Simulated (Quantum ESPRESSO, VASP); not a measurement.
This is a calculation of CuAs3 for VASP 6.6.1. The cell comes from a database or a generator and needn't be the stable form of this composition.

INCAR

```
SYSTEM = CuAs3
PREC     = Accurate       ! precision mode
ENCUT    = 520            ! plane-wave cutoff, eV
EDIFF    = 1E-7           ! SCF threshold, eV
ISMEAR   = -1             ! smearing method
SIGMA    = 0.05           ! smearing width, eV
LREAL    = .FALSE.        ! projectors in reciprocal space
LASPH    = .TRUE.         ! aspherical terms in the spheres
NELM     = 60             ! most SCF steps
ALGO     = Normal         ! electronic algorithm
ISIF     = 2              ! what is computed and relaxed
LWAVE    = .FALSE.        ! write WAVECAR
LCHARG   = .FALSE.        ! write CHGCAR
GGA      = PE             ! functional
NBANDS   = 21             ! bands
```

Contents of KPOINTS:

```
Automatic mesh
0
G
  6 6 6
  0 0 0
```

Contents of POSCAR:

```
CuAs3
1.0
    0.0000000000      3.8316845500      3.8316845500
    3.8316845500      0.0000000000      3.8316845500
    3.8316845500      3.8316845500      0.0000000000
Cu As
1 3
Direct
    0.0000000000      0.0000000000      0.0000000000
    0.2500000000      0.2500000000      0.2500000000
    0.7500000000      0.7500000000      0.7500000000
    0.5000000000      0.5000000000      0.5000000000
```

Potentials or basis: VASP PAW PBE potentials, release 64 (Cu, As).

The run is started by

```bash
$ cat potpaw_PBE.64/Cu/POTCAR potpaw_PBE.64/As/POTCAR > POTCAR
$ mpirun -np 1 vasp_std > vasp.out
```

What does the same run look like in Quantum ESPRESSO 7.5? Potentials or basis there: SSSP 1.3 efficiency PBE, cutoff 748 eV.

As run (cutoffs and basis follow the program's own potentials, and thresholds, step limits or extra output files can differ):

Contents of pw.in:

```
&CONTROL
  calculation = 'scf'
  prefix = 'pwscf'
  outdir = './tmp'
  pseudo_dir = './pseudo'
  tprnfor = .true.
  tstress = .true.
  disk_io = 'nowf'
/
&SYSTEM
  ibrav = 0
  nat = 4
  ntyp = 2
  ecutwfc = 55
  ecutrho = 440
  nbnd = 20
  occupations = 'smearing'
  smearing = 'fd'
  degauss = 0.00367493
/
&ELECTRONS
  conv_thr = 8d-10
  electron_maxstep = 120
  mixing_beta = 0.5
/
ATOMIC_SPECIES
Cu    63.5460 Cu.paw.z_11.ld1.psl.v1.0.0-low.upf
As    74.9216 As.pbe-n-rrkjus_psl.0.2.UPF
CELL_PARAMETERS angstrom
   0.0000000000    3.8316845500    3.8316845500
   3.8316845500    0.0000000000    3.8316845500
   3.8316845500    3.8316845500    0.0000000000
ATOMIC_POSITIONS crystal
Cu     0.0000000000    0.0000000000    0.0000000000
As     0.2500000000    0.2500000000    0.2500000000
As     0.7500000000    0.7500000000    0.7500000000
As     0.5000000000    0.5000000000    0.5000000000
K_POINTS automatic
6 6 6 0 0 0
```

Potentials or basis: SSSP 1.3 efficiency PBE.

Run with:

```bash
$ OMP_NUM_THREADS=1 pw.x -in pw.in > pw.out
```

Both were run:

|  | VASP | Quantum ESPRESSO |
| --- | --- | --- |
| Pressure | -13.7 GPa | -13.8 GPa |

The cell lies far from this level's equilibrium.

Pressure is positive in compression.
